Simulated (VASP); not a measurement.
Crystal: Ba.

```
Ba
1.0
    -2.51250    2.51250    2.51250
     2.51250   -2.51250    2.51250
     2.51250    2.51250   -2.51250
Ba
1
Direct
  0.00000 0.00000 0.00000
```

- Program: VASP 6.6.1
- Task: relaxation of cell and atoms
- Functional: PBE
- Dispersion: D3(BJ)
- Potentials or basis: VASP PAW PBE potentials, release 64 (Ba_sv)
- Cutoff: 600 eV
- k mesh: 12 × 12 × 12
- Occupations: gaussian, width 0.1 eV
- Spin: no spin polarisation

At the start: pressure -0.5 GPa; volume 63.44 Å³/atom.

Question: Where does the relaxation end?

Answer: Over 3 steps the energy falls by 5.2 meV/atom and the volume is 60.03 Å³/atom (-5.4 %); space group Im-3m (No. 229, to 0.05 Å).

The path:
| step | energy change (eV) | largest force (eV/Å) | pressure (GPa) | volume (Å³) |
| --- | --- | --- | --- | --- |
| 1 | 0.0000 | 0.0000 | -0.47 | 63.44 |
| 2 | -0.0038 | 0.0000 | -0.25 | 61.76 |
| 3 | -0.0052 | 0.0000 | -0.01 | 60.03 |

Final structure:
```yaml
crystal:
  lattice:
    - [-2.46663, 2.46663, 2.46663]
    - [2.46663, -2.46663, 2.46663]
    - [2.46663, 2.46663, -2.46663]
  atoms:
    - { symbol: Ba, position: [0.00000, 0.00000, 0.00000] }
```

Caveat: pairwise dispersion overbinds metals, which lowers pressure and volume.
